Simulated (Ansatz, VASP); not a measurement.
**Two plane-wave programs on Ge3BiP**

The input INCAR:

```
SYSTEM = Ge3BiP
ALGO = Normal ; EDIFF = 1E-6
ENCUT = 520 ; GGA = PE
ISIF = 2 ; ISMEAR = 0
LASPH = .True. ; LCHARG = .True.
LELF = .True. ; LREAL = .False.
LVHAR = .True. ; LWAVE = .False.
NBANDS = 39 ; NELM = 60
PREC = Accurate ; SIGMA = 0.05
```

The input KPOINTS:

```
k-points
0
Gamma
  4 4 4
  0 0 0
```

POSCAR

```
Ge3BiP
1.0
    4.8676683145      0.0000000000      0.0000000000
    0.0000000000      4.8676683145      0.0000000000
    0.0000000000      0.0000000000      4.8676683145
Bi P Ge
1 1 3
Direct
    0.0000000000      0.0000000000      0.0000000000
    0.5000000000      0.5000000000      0.5000000000
    0.5000000000      0.5000000000      0.0000000000
    0.5000000000      0.0000000000      0.5000000000
    0.0000000000      0.5000000000      0.5000000000
```

Input for Ansatz:

```yaml
crystal:
  lattice:
    - [4.8676683145, 0.0, 0.0]
    - [0.0, 4.8676683145, 0.0]
    - [0.0, 0.0, 4.8676683145]
  atoms:
    - { symbol: Bi, position: [0.0, 0.0, 0.0] }
    - { symbol: P, position: [0.5, 0.5, 0.5] }
    - { symbol: Ge, position: [0.5, 0.5, 0.0] }
    - { symbol: Ge, position: [0.5, 0.0, 0.5] }
    - { symbol: Ge, position: [0.0, 0.5, 0.5] }
basis:
  ecutwfc: 420
kpoints:
  mp_grid: { grid: [4, 4, 4] }
hamiltonian:
  xc: pbe
scf:
  occupations: { method: gaussian, width: 0.05 }
output:
  forces: true
  stress: true
  eigenvalues: true
```

The cell comes from a database or a generator and needn't be the stable form of this composition.

Alike in both runs: task single point; functional PBE; k mesh 4 × 4 × 4; occupations gaussian, width 0.05 eV; no spin polarisation.

|  | VASP | Ansatz |
| --- | --- | --- |
| version | VASP 6.6.1 | Ansatz 0.2.0 |
| potentials or method | VASP PAW PBE potentials, release 64 (Bi_d, P, Ge_d) | scalar-relativistic, plane waves, PAW |
| plane-wave cutoff (eV) | 520 | 420 |
| valence electrons in the cell | 62 | 62 |

Ansatz gave:

| Item | Value |
| --- | --- |
| gap on the k mesh at the Fermi level (eV) | none |
| pressure (GPa) | -0.7 |

Task: Which values does VASP return?

Result: gap on the k mesh at the Fermi level (eV): none; pressure (GPa): -0.8.

A gap of «none» marks a metal or a gap that the smearing closes.

Caveats: spin-orbit coupling is left out, which moves the levels of the heavy elements.
